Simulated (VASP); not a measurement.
OSZICAR of a VASP run on CuI (space group F-43m):

File OSZICAR:
```
       N       E                     dE             d eps       ncg     rms          rms(c)
DAV:   1     0.881535666048E+02    0.88154E+02   -0.58335E+03   260   0.955E+02
DAV:   2     0.414146756748E-02   -0.88149E+02   -0.81554E+02   260   0.223E+02
DAV:   3    -0.557424210866E+01   -0.55784E+01   -0.55018E+01   360   0.632E+01
DAV:   4    -0.576630970102E+01   -0.19207E+00   -0.19197E+00   297   0.114E+01
DAV:   5    -0.577170034476E+01   -0.53906E-02   -0.53904E-02   353   0.193E+00    0.518E+00
DAV:   6    -0.569313931257E+01    0.78561E-01   -0.35028E+00   268   0.503E+01    0.340E+00
DAV:   7    -0.555230688367E+01    0.14083E+00   -0.77787E-01   275   0.297E+01    0.171E+00
DAV:   8    -0.555544156989E+01   -0.31347E-02   -0.51566E-02   389   0.372E+00    0.475E-01
DAV:   9    -0.555225284822E+01    0.31887E-02   -0.15082E-02   316   0.362E+00    0.159E-01
DAV:  10    -0.555243327602E+01   -0.18043E-03   -0.77585E-04   310   0.211E-01    0.586E-02
DAV:  11    -0.555245347067E+01   -0.20195E-04   -0.38992E-04   315   0.573E-01    0.351E-02
DAV:  12    -0.555245044399E+01    0.30267E-05   -0.30827E-05   397   0.101E-01    0.294E-02
DAV:  13    -0.555244805405E+01    0.23899E-05   -0.39856E-06   347   0.504E-02    0.149E-02
DAV:  14    -0.555244766282E+01    0.39123E-06   -0.88227E-06   376   0.838E-02
   1 F= -.55524477E+01 E0= -.55524477E+01  d E =-.890919E-13
```

### Question
Which electronic solver shows in the log?

### Answer
It is blocked Davidson (ALGO = Normal, or the opening steps of other solvers). The INCAR had ALGO = Normal.

### Question
Can the final energy be trusted as converged?

### Answer
The calculation finished and met its thresholds. It stopped with EDIFF = 1E-6, NELM = 100 (PBE GGA, plane waves, VASP's PBE PAW potentials (set 64)).

The structure is a typed CuI crystal (F-43m). The cell was not relaxed at this level.
